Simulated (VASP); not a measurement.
ZnO:

```
Zn O
1.0
     3.24931    0.00000    0.00000
    -1.62465    2.81398    0.00000
     0.00000    0.00000    5.20571
Zn O
2 2
Direct
  0.33333 0.66667 0.50000
  0.66667 0.33333 0.00000
  0.66667 0.33333 0.37901
  0.33333 0.66667 0.87901
```

| Quantity | Value |
| --- | --- |
| Program | VASP 6.6.1 |
| Task | relaxation of cell and atoms |
| Functional | PBE |
| Potentials or basis | VASP PAW PBE potentials, release 64 (Zn, O) |
| Cutoff | 520 eV |
| k mesh | 12 × 12 × 6 |
| Occupations | gaussian, width 0.02 eV |
| Spin | no spin polarisation |

At the start: pressure 6.0 GPa; volume 11.90 Å³/atom.

**Question.** Where does the relaxation end?

**Answer.** Over 11 steps the energy falls by 9.4 meV/atom and the volume is 12.41 Å³/atom (+4.3 %); space group P6_3mc (No. 186, to 0.05 Å).

The path:
```csv
step,energy change (eV),largest force (eV/Å),pressure (GPa),volume (Å³)
1,0.0000,0.0740,6.01,47.60
2,-0.0277,0.0274,-2.75,50.74
3,-0.0376,0.0007,0.01,49.63
4,-0.0375,0.0017,-0.12,49.67
5,-0.0376,0.0101,0.06,49.61
6,-0.0376,0.0107,0.05,49.60
7,-0.0376,0.0119,0.07,49.60
8,-0.0376,0.0110,0.08,49.60
9,-0.0377,0.0110,0.01,49.62
10,-0.0377,0.0109,-0.03,49.64
11,-0.0377,0.0007,-0.01,49.63
```

Final structure:
```cif
data_structure
_symmetry_space_group_name_H-M 'P 1'
_symmetry_Int_Tables_number 1
_cell_length_a 3.2869
_cell_length_b 3.2869
_cell_length_c 5.3040
_cell_angle_alpha 90.000
_cell_angle_beta 90.000
_cell_angle_gamma 120.000
_cell_volume 49.63
loop_
_atom_site_label
_atom_site_type_symbol
_atom_site_fract_x
_atom_site_fract_y
_atom_site_fract_z
_atom_site_occupancy
Zn1 Zn 0.33333 0.66667 0.49993 1
Zn2 Zn 0.66667 0.33333 0.99993 1
O1 O 0.66667 0.33333 0.37908 1
O2 O 0.33333 0.66667 0.87908 1
```
